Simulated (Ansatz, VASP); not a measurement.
## Ga9Sb9H10 (GaSb wire along [110], 36 atoms a period, H-terminated): VASP beside Ansatz

One calculation is typed for both programs; each brings its own data sets. How far apart do they land? The cell is taken from a series of runs on this material, whose earlier steps may have relaxed, scaled, displaced or heated it; both programs get it as it stands.

Calculated with Ansatz 0.2.0; plane waves, with VASP 6.6.1 beside it; single point at PBE.

### Step 1. The structure

The cell holds 56 atoms: 18 Sb, 20 H and 18 Ga. Cell: a = 25.800 Å, b = 25.027 Å, c = 4.437 Å, α = 90.0°, β = 90.0°, γ = 90.0°. Vacuum lies along a and b. The structure's axis is c.

### Step 2. VASP: single point, PBE

With cell and atoms fixed, the geometry can't cause a difference; cores, projectors, grids and the points listed under the comparison can.

Lines of VASP's logs that name or quote its potential files are left out, and so is its time.

INCAR

```
SYSTEM = Ga9Sb9H10
PREC = Accurate
ENCUT = 400
EDIFF = 1E-06
NELM = 120
ISMEAR = -1
SIGMA = 0.05
LREAL = Auto
ALGO = Normal
GGA = PE
NBANDS = 211
LORBIT = 11
LWAVE = .FALSE.
LCHARG = .FALSE.
ISIF = 2
LASPH = .TRUE.
GGA_COMPAT = .FALSE.
EFERMI = MIDGAP
```

POSCAR

```
Ga9Sb9H10
1.0
   25.8000000000      0.0000000000      0.0000000000
    0.0000000000     25.0270000000      0.0000000000
    0.0000000000      0.0000000000      4.4369022408
Sb H Ga
18 20 18
Direct
    0.1822581470      0.5443694730      0.0000000000
    0.4109247500      0.5454099950      0.0000000000
    0.4099525530      0.7209413890      0.0000000000
    0.6508444570      0.5424512260      0.0000000000
    0.6481410550      0.7128643020      0.0000000000
    0.3023240720      0.2808040440      0.5000000000
    0.2921007970      0.6349100860      0.5000000000
    0.2914446590      0.4584125090      0.5000000000
    0.5343416580      0.2801043790      0.5000000000
    0.5298743280      0.6306737630      0.5000000000
    0.5324715050      0.4557216120      0.5000000000
    0.5266259450      0.8027949880      0.5000000000
    0.7712557920      0.6231905430      0.5000000000
    0.7690402730      0.4625772150      0.5000000000
    0.4104602110      0.1980516080      0.0000000000
    0.4141976530      0.3699010010      0.0000000000
    0.6487822660      0.2000011670      0.0000000000
    0.6533453090      0.3645609480      0.0000000000
    0.1919856830      0.6854424740      0.0000000000
    0.4364446790      0.8632514420      0.0000000000
    0.6858219930      0.7695251570      0.0000000000
    0.2575219490      0.2806011430      0.2156330160
    0.8689559450      0.5426125560      0.1877769370
    0.7476784800      0.2802758290      0.3107433960
    0.1373380620      0.5426411130      0.2841083650
    0.3137214600      0.1374330780      0.5000000000
    0.3151676300      0.7749541310      0.5000000000
    0.5535001970      0.1394545480      0.5000000000
    0.5679459640      0.8566490110      0.5000000000
    0.8036187600      0.6832133280      0.5000000000
    0.8028806210      0.4035351960      0.5000000000
    0.1373380620      0.5426411130      0.7158916350
    0.7476784800      0.2802758290      0.6892566040
    0.8689559450      0.5426125560      0.8122230630
    0.2575219490      0.2806011430      0.7843669840
    0.1954272970      0.4006446510      0.0000000000
    0.4486480610      0.1420558830      0.0000000000
    0.6834114790      0.1412655150      0.0000000000
    0.2334885110      0.6397152110      0.0000000000
    0.2328720140      0.4500502880      0.0000000000
    0.4700041120      0.6342718600      0.0000000000
    0.4732547240      0.4591306190      0.0000000000
    0.4676393870      0.8094944210      0.0000000000
    0.7126738710      0.6283254400      0.0000000000
    0.7101345270      0.4535030750      0.0000000000
    0.3527526290      0.1852941550      0.5000000000
    0.3555647450      0.3751710860      0.5000000000
    0.3512378080      0.5470216250      0.5000000000
    0.3507131010      0.7240052930      0.5000000000
    0.5911274060      0.1888605070      0.5000000000
    0.5944415780      0.3685567320      0.5000000000
    0.5914252410      0.5439946380      0.5000000000
    0.5890452980      0.7182326380      0.5000000000
    0.8418287950      0.5412745760      0.5000000000
    0.4760570380      0.2831126470      0.0000000000
    0.7200013750      0.2794930070      0.0000000000
```

KPOINTS

```
Automatic mesh
0
Gamma
1 1 19
0 0 0
```

PAW data sets: Sb, H and Ga_d (PBE family, release 64).

Started as:

```bash
export OMP_NUM_THREADS=3
mpirun -np 1 vasp_std
```

Numbers of over 12 decimals in the logs are rounded to 6 here.

The log of the run:

```text
[banner, memory and clock lines left out]
running    1 mpi-ranks, on    1 nodes
[...]
Offloading initialized ...    1 GPUs detected
[...]
LDA part: xc-table for (Slater+PW92), standard interpolation
 POSCAR, INCAR and KPOINTS ok, starting setup
[...]
entering main loop
       N       E                     dE             d eps       ncg     rms          rms(c)
DAV:   1     0.233924204975E+04    0.23392E+04   -0.12291E+05  5140   0.123E+03
DAV:   2     0.853168108955E+02   -0.22539E+04   -0.21717E+04  5658   0.313E+02
DAV:   3    -0.179567830620E+03   -0.26488E+03   -0.26200E+03  5112   0.120E+02
DAV:   4    -0.197630278384E+03   -0.18062E+02   -0.17988E+02  5432   0.315E+01
[...]
DAV:  28    -0.191466711475E+03   -0.13560E-05   -0.94279E-08  2944   0.750E-04    0.226E-04
DAV:  29    -0.191466712785E+03   -0.13106E-05   -0.87615E-08  2984   0.593E-04    0.118E-04
DAV:  30    -0.191466713050E+03   -0.26466E-06   -0.35390E-08  2896   0.397E-04
   1 F= -.19146671E+03 E0= -.19146670E+03  d E =-.165737E-04
```

OUTCAR, selected parts (step 2):

```text
  Total       -1.2654676     -1.2081195     -1.4802986      0.0021768      0.0000000      0.0000000
  in kB       -0.7077066     -0.6756349     -0.8278498      0.0012174      0.0000000      0.0000000
  external PRESSURE =      -0.7370638 kB  Pullay stress =       0.0000000 kB

 POSITION                                       TOTAL-FORCE (eV/Angst)
 -----------------------------------------------------------------------------------
      4.70226     13.62393      0.00000         0.125909      0.015384      0.000000
     10.60186     13.64998      0.00000         0.002581     -0.005068      0.000000
     10.57678     18.04300      0.00000        -0.011354      0.013416      0.000000
     16.79179     13.57593      0.00000         0.016586     -0.004056      0.000000
     16.72204     17.84085      0.00000        -0.054982     -0.089490      0.000000
      7.79996      7.02768      2.21845         0.131132      0.001642      0.000000
      7.53620     15.88989      2.21845         0.006328     -0.015846      0.000000
      7.51927     11.47269      2.21845         0.003016      0.005337      0.000000
     13.78601      7.01017      2.21845        -0.006808      0.006471      0.000000
     13.67076     15.78387      2.21845        -0.000262     -0.001916      0.000000
     13.73776     11.40534      2.21845         0.005800     -0.002502      0.000000
     13.58695     20.09155      2.21845        -0.061761     -0.065909      0.000000
     19.89840     15.59659      2.21845        -0.045301     -0.096134      0.000000
     19.84124     11.57692      2.21845        -0.046401      0.087374      0.000000
[...]
-----------------------------------------------------------------------------------
    total drift:                               -0.035858     -0.012985     -0.000009

  FREE ENERGIE OF THE ION-ELECTRON SYSTEM (eV)
  ---------------------------------------------------
  free  energy   TOTEN  =      -191.4667130501 eV

  energy  without entropy=     -191.4666964764  energy(sigma->0) =     -191.46670476

[... 2 further parts left out ...]
```

### Step 3. Ansatz: single point, PBE

Ansatz runs on its PAW soft_1 files.

The same cell, functional, mesh and smearing now go to Ansatz, which takes its cutoff from its data sets.

input.yaml

```yaml
crystal:
  lattice:
    - [25.8, 0.0, 0.0]
    - [0.0, 25.027, 0.0]
    - [0.0, 0.0, 4.4369022408]
  atoms:
    - { symbol: Sb, position: [0.182258147, 0.544369473, 0.0] }
    - { symbol: H, position: [0.191985683, 0.685442474, 0.0] }
    - { symbol: Ga, position: [0.233488511, 0.639715211, 0.0] }
    - { symbol: Ga, position: [0.232872014, 0.450050288, 0.0] }
    - { symbol: Sb, position: [0.41092475, 0.545409995, 0.0] }
    - { symbol: Sb, position: [0.409952553, 0.720941389, 0.0] }
    - { symbol: H, position: [0.436444679, 0.863251442, 0.0] }
    - { symbol: Ga, position: [0.470004112, 0.63427186, 0.0] }
    - { symbol: Ga, position: [0.473254724, 0.459130619, 0.0] }
    - { symbol: Ga, position: [0.467639387, 0.809494421, 0.0] }
    - { symbol: Sb, position: [0.650844457, 0.542451226, 0.0] }
    - { symbol: Sb, position: [0.648141055, 0.712864302, 0.0] }
    - { symbol: H, position: [0.685821993, 0.769525157, 0.0] }
    - { symbol: Ga, position: [0.712673871, 0.62832544, 0.0] }
    - { symbol: Ga, position: [0.710134527, 0.453503075, 0.0] }
    - { symbol: H, position: [0.257521949, 0.280601143, 0.215633016] }
    - { symbol: H, position: [0.868955945, 0.542612556, 0.187776937] }
    - { symbol: H, position: [0.74767848, 0.280275829, 0.310743396] }
    - { symbol: H, position: [0.137338062, 0.542641113, 0.284108365] }
    - { symbol: Sb, position: [0.302324072, 0.280804044, 0.5] }
    - { symbol: Sb, position: [0.292100797, 0.634910086, 0.5] }
    - { symbol: Sb, position: [0.291444659, 0.458412509, 0.5] }
    - { symbol: H, position: [0.31372146, 0.137433078, 0.5] }
    - { symbol: H, position: [0.31516763, 0.774954131, 0.5] }
    - { symbol: Ga, position: [0.352752629, 0.185294155, 0.5] }
    - { symbol: Ga, position: [0.355564745, 0.375171086, 0.5] }
    - { symbol: Ga, position: [0.351237808, 0.547021625, 0.5] }
    - { symbol: Ga, position: [0.350713101, 0.724005293, 0.5] }
    - { symbol: Sb, position: [0.534341658, 0.280104379, 0.5] }
    - { symbol: Sb, position: [0.529874328, 0.630673763, 0.5] }
    - { symbol: Sb, position: [0.532471505, 0.455721612, 0.5] }
    - { symbol: Sb, position: [0.526625945, 0.802794988, 0.5] }
    - { symbol: H, position: [0.553500197, 0.139454548, 0.5] }
    - { symbol: H, position: [0.567945964, 0.856649011, 0.5] }
    - { symbol: Ga, position: [0.591127406, 0.188860507, 0.5] }
    - { symbol: Ga, position: [0.594441578, 0.368556732, 0.5] }
    - { symbol: Ga, position: [0.591425241, 0.543994638, 0.5] }
    - { symbol: Ga, position: [0.589045298, 0.718232638, 0.5] }
    - { symbol: Sb, position: [0.771255792, 0.623190543, 0.5] }
    - { symbol: Sb, position: [0.769040273, 0.462577215, 0.5] }
    - { symbol: H, position: [0.80361876, 0.683213328, 0.5] }
    - { symbol: H, position: [0.802880621, 0.403535196, 0.5] }
    - { symbol: Ga, position: [0.841828795, 0.541274576, 0.5] }
    - { symbol: H, position: [0.137338062, 0.542641113, 0.715891635] }
    - { symbol: H, position: [0.74767848, 0.280275829, 0.689256604] }
    - { symbol: H, position: [0.868955945, 0.542612556, 0.812223063] }
    - { symbol: H, position: [0.257521949, 0.280601143, 0.784366984] }
    - { symbol: H, position: [0.195427297, 0.400644651, 0.0] }
    - { symbol: Sb, position: [0.410460211, 0.198051608, 0.0] }
    - { symbol: Sb, position: [0.414197653, 0.369901001, 0.0] }
    - { symbol: H, position: [0.448648061, 0.142055883, 0.0] }
    - { symbol: Ga, position: [0.476057038, 0.283112647, 0.0] }
    - { symbol: Sb, position: [0.648782266, 0.200001167, 0.0] }
    - { symbol: Sb, position: [0.653345309, 0.364560948, 0.0] }
    - { symbol: H, position: [0.683411479, 0.141265515, 0.0] }
    - { symbol: Ga, position: [0.720001375, 0.279493007, 0.0] }
kpoints:
  mp_grid: { grid: [1, 1, 19] }
  band_path: { path: ["Γ", Z], npoints: 90 }
scf:
  occupations: { method: fermi_dirac, width: 0.05 }
hamiltonian:
  xc: pbe
  pseudopotentials: { kind: paw, azcp: { folder: soft_1 } }
output:
  dos: { e_range: [-5, 4] }
  write_potential: true
  write_density: true
  volumetric_format: npy
```

Started as:

```bash
ansatz run input.yaml --threads 4 --pin off --max-ram 16384MiB --backend cpu --events-out ev --progress --plain --runs-dir out
```

The log of the run:

```text
Engine: ansatz 0.2.0, aarch64-unknown-linux-gnu
Pseudopotentials: kind: paw
Pseudopotential: Sb, paw, valence charge 15, recommended cutoff 420 eV (normal), soft_1/Sb.paw.azcp
Pseudopotential: H, paw, valence charge 1, recommended cutoff 420 eV (normal), soft_1/H.paw.azcp
Pseudopotential: Ga, paw, valence charge 13, recommended cutoff 420 eV (normal), soft_1/Ga.paw.azcp
Functional definition: PBE
  parameter kappa = 0.804
  parameter beta = 0.066725
  exchange = pbe_x(kappa = kappa, mu = beta*pi^2/3)
  correlation = pbe_c(beta = beta)
Crystal: 56 atoms, lattice volume = 2864.893 Å³
Basis set: ecut = 420 eV, 56155 PW (Γ)
Bands: 318, of which v1, the nominal top of the filled ones, is band 262 counted from 1 (261 counted from 0)
Symmetry: 2 space group operations
Space group: Pm (ITA 6), of the structure as read, at distance tolerance 1.4e-4 Å
k-points: 10 of 19
Non-local potential: Sb, projectors of the file, l = 0: 2, l = 1: 2, l = 2: 2, l = 3: 1
Non-local potential: H, projectors of the file, l = 0: 2, l = 1: 1
Non-local potential: Ga, projectors of the file, l = 0: 2, l = 1: 2, l = 2: 3, l = 3: 1
PAW form: soft (Blöchl's): semilocal exchange-correlation on the pseudo side does not see the compensation charge
PAW one-centre angular grid: Sb, 590 points (default); XC on 64 Gauss nodes
PAW one-centre angular grid: H, 110 points (default); XC on 64 Gauss nodes
PAW one-centre angular grid: Ga, 590 points (default); XC on 64 Gauss nodes
Initial density: superposition of atomic densities (neutral atoms: chi_scale 0, normalization atom)
Initial wavefunctions: pseudopotential atomic-orbital guess
Functional: x = pbe(κ = 0.804, μ = 0.219515), c = pbe(β = 0.066725)
SCF iter   1: F=—  HF=-185137.512738 eV  |F-HF|=—  |Δ(HF+E_count)|=         —  Δρ=2.91e-2  dr2=2.38e1  ethr=3.10e-3  ⟨swp⟩=6.3  Hψ=13082  notcnv=0  defer=151
preconditioner: auto → Resta (q_TF=auto, 2.056 Å⁻¹)  ε∞=2.0  [insulator: Δε(μ)=0.903 eV  Ē_g=13.059 eV  σ=0.050 eV  W_gap=1.00  n_scr=446 (ndim 8)  ℏωp=12.9 eV  f_vac=0.529  D(μ)=0.00/eV (n_scr^D=0)  ε∞_Penn≈2.0  vacuum switching on, ρ_ref=1.2e-2 e/Å³]
SCF iter   2: F=—  HF=-185132.557642 eV  |F-HF|=—  |Δ(HF+E_count)|=    4.96e0  Δρ=1.30e-2  dr2=6.45e0  ethr=3.10e-3  ⟨swp⟩=3.0  Hψ=4452  notcnv=0  defer=437
SCF iter   3: F=—  HF=-185132.146844 eV  |F-HF|=—  |Δ(HF+E_count)|=   4.11e-1  Δρ=6.12e-3  dr2=5.49e0  ethr=1.23e-3  ⟨swp⟩=3.1  Hψ=4630  notcnv=0  defer=425
SCF iter   4: F=—  HF=-185131.549394 eV  |F-HF|=—  |Δ(HF+E_count)|=   5.97e-1  Δρ=1.92e-3  dr2=7.96e-1  ethr=1.05e-3  ⟨swp⟩=3.4  Hψ=5863  notcnv=0  defer=433
SCF iter   5: F=—  HF=-185131.471061 eV  |F-HF|=—  |Δ(HF+E_count)|=   7.83e-2  Δρ=9.31e-4  dr2=6.58e-2  ethr=1.52e-4  ⟨swp⟩=3.4  Hψ=3808  notcnv=0  defer=434
SCF iter   6: F=—  HF=-185131.474269 eV  |F-HF|=—  |Δ(HF+E_count)|=   3.21e-3  Δρ=5.47e-4  dr2=1.43e-2  ethr=1.26e-5  ⟨swp⟩=2.3  Hψ=3662  notcnv=0  defer=431
SCF iter   7: F=—  HF=-185131.475919 eV  |F-HF|=—  |Δ(HF+E_count)|=   1.65e-3  Δρ=2.42e-4  dr2=1.93e-3  ethr=2.72e-6  ⟨swp⟩=2.0  Hψ=3350  notcnv=0  defer=431
SCF iter   8: F=—  HF=-185131.477181 eV  |F-HF|=—  |Δ(HF+E_count)|=   1.26e-3  Δρ=1.02e-4  dr2=1.25e-3  ethr=3.68e-7  ⟨swp⟩=2.1  Hψ=4399  notcnv=0  defer=431
SCF iter   9: F=—  HF=-185131.477277 eV  |F-HF|=—  |Δ(HF+E_count)|=   9.58e-5  Δρ=4.08e-5  dr2=9.87e-5  ethr=2.38e-7  ⟨swp⟩=2.0  Hψ=3290  notcnv=0  defer=431
SCF iter  10: F=—  HF=-185131.477149 eV  |F-HF|=—  |Δ(HF+E_count)|=   1.28e-4  Δρ=1.93e-5  dr2=1.83e-5  ethr=1.88e-8  ⟨swp⟩=2.0  Hψ=4629  notcnv=0  defer=431
SCF iter  11: F=—  HF=-185131.477165 eV  |F-HF|=—  |Δ(HF+E_count)|=   1.62e-5  Δρ=1.09e-5  dr2=7.25e-6  ethr=3.49e-9  ⟨swp⟩=2.0  Hψ=4437  notcnv=0  defer=431
SCF iter  12: F=—  HF=-185131.477169 eV  |F-HF|=—  |Δ(HF+E_count)|=   4.16e-6  Δρ=5.10e-6  dr2=4.74e-6  ethr=1.38e-9  ⟨swp⟩=2.0  Hψ=3634  notcnv=0  defer=431
SCF iter  13: F=—  HF=-185131.477169 eV  |F-HF|=—  |Δ(HF+E_count)|=   2.56e-8  Δρ=1.93e-6  dr2=2.37e-7  ethr=9.04e-10  ⟨swp⟩=1.9  Hψ=3249  notcnv=0  defer=431
SCF iter  14: F=-185131.477169 eV  HF=-185131.477169 eV  |F-HF|=2.94e-8  |Δ(HF+E_count)|=   1.08e-7  Δρ=1.03e-6  dr2=8.76e-8  ethr=1.91e-11  ⟨swp⟩=13.7  Hψ=13747  notcnv=0
SCF 1 converged in 14 iterations: F = -185131.477169 eV  dr2 = 8.76e-8
  greatest PAW one-centre occupation: 0.995 electrons in one spin orbital (limit 2), on the Sb atom at site 19 (counted from 0), in its partial waves of l = 2
NSCF: frozen V_eff on 91 k-points
[...]
k-point 2: bands = [... 258 lower, -0.7544, -0.6856, -0.6657, -0.4654, 1.2518, 1.2856, 1.3433, 1.4226, ... 52 higher]
  k-point 9: bands = [... 258 lower, -1.3569, -1.3087, -1.2553, -1.1333, 1.1056, 1.1148, 1.3195, 1.4169, ... 52 higher]
```

In the SCF lines HF is the Harris–Foulkes energy and dr2 the Hartree energy of the density residual, in eV; the loop may stop once dr2 is under the threshold and the program's other checks hold. Hψ counts applications of the Hamiltonian.

### Step 4. Side by side

Known differences besides the potentials themselves: the data sets hold 524 valence electrons in Ansatz (on its PAW soft_1 files) and 344 in VASP; the cutoff is 420 eV in Ansatz and 400 eV in VASP (PREC = Accurate, projectors in real space). Total energies have different zeros and are not compared.

Compared:

| quantity | Ansatz | VASP | difference |
| --- | --- | --- | --- |
| gap on the k mesh (eV) | 0.923 | 0.919 | +0.004 |

A gap on the mesh is an upper bound, since the band edges may lie between its points.

### Step 5. What came out

* difference in gap on the k mesh (single point, PBE): 0.0040 eV

**Reading.** The difference in gap on the k mesh is 0.0040 eV (single point, PBE), within the 0.08 eV picked in this series as the mark of a large difference. The data sets hold unlike numbers of valence electrons (524 in Ansatz and 344 in VASP), so part of the differences comes from the potentials. How closely two codes agree says nothing of how well the functional describes the real material.

[Lines on the potential files, build, host, timing and source positions are cut from VASP's logs without a mark.]

[Logs are printed without paths, hosts, clocks, repeated set-up lines and the standing remarks that a program may print on its own settings, such as how far it seeks lower states.]

[Hosts, paths, dates, database ids (printed as entryN), source tags and the programs' standing remarks are cut or masked in the printed files.]
